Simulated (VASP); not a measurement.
An input for Quantum ESPRESSO's pw.x (written as the equivalent of a VASP run, and not itself run):

```
&CONTROL
  calculation = 'scf'
  pseudo_dir = './pseudo'
  outdir = './out'
  tprnfor = .true.
  tstress = .true.
/
&SYSTEM
  ibrav = 0
  nat = 2
  ntyp = 2
  ecutwfc = 84
  occupations = 'smearing'
  smearing = 'gaussian'
  degauss = 0.003675
  input_dft = 'vdw-df-cx'
/
&ELECTRONS
  conv_thr = 7.3e-09
  electron_maxstep = 100
/
ATOMIC_SPECIES
  Ga 69.723 Ga.upf
  N 14.007 N.upf
CELL_PARAMETERS angstrom
     0.0000000    2.2060366    2.2060366
     2.2060366    0.0000000    2.2060366
     2.2060366    2.2060366    0.0000000
ATOMIC_POSITIONS crystal
  Ga   0.0000000  0.0000000  0.0000000
  N    0.2500000  0.2500000  0.2500000
K_POINTS automatic
  10 10 10 0 0 0
```

Translate this input to VASP (INCAR, KPOINTS, POSCAR, choice of POTCAR).

This is not unique; one that fits is 
### POSCAR
```
GaN
3.1198070
  0.0000000000   0.7071067405   0.7071067405
  0.7071067405   0.0000000000   0.7071067405
  0.7071067405   0.7071067405   0.0000000000
Ga N
1 1
direct
  0.0000000000   0.0000000000   0.0000000000
  0.2500000000   0.2500000000   0.2500000000
```

**INCAR**
```
! general
SYSTEM  =GaN
PREC    =Accurate
ENCUT   =520
LREAL   =.FALSE.
LASPH   =.TRUE.

! electronic loop
EDIFF   =1E-7
NELM    =100
ALGO    =Normal
LMAXMIX =4

! smearing
ISMEAR  =0
SIGMA   =0.05

! functional
GGA     =CX
LUSE_VDW=.TRUE.
AGGAC   =0.0

! ions
ISIF    =2

! output
LWAVE   =.FALSE.
LCHARG  =.FALSE.
```

KPOINTS:
```
Automatic mesh
0
Gamma
10 10 10
0 0 0
```

POTCAR, in this order: Ga_d N (PBE.64 set). Program: vasp_std.

What does not carry over: the potentials are each code's own (VASP's PAW set, PseudoDojo norm-conserving files in pw.x), so ENCUT and ecutwfc are chosen apart and not converted; conv_thr bounds pw.x's estimated SCF error, while EDIFF bounds the energy change between steps.

The compound is GaN in the zinc blende structure, a metastable form; wurtzite is the usual one. This cell is one point of a volume scan, at 0.94 of the reference volume.
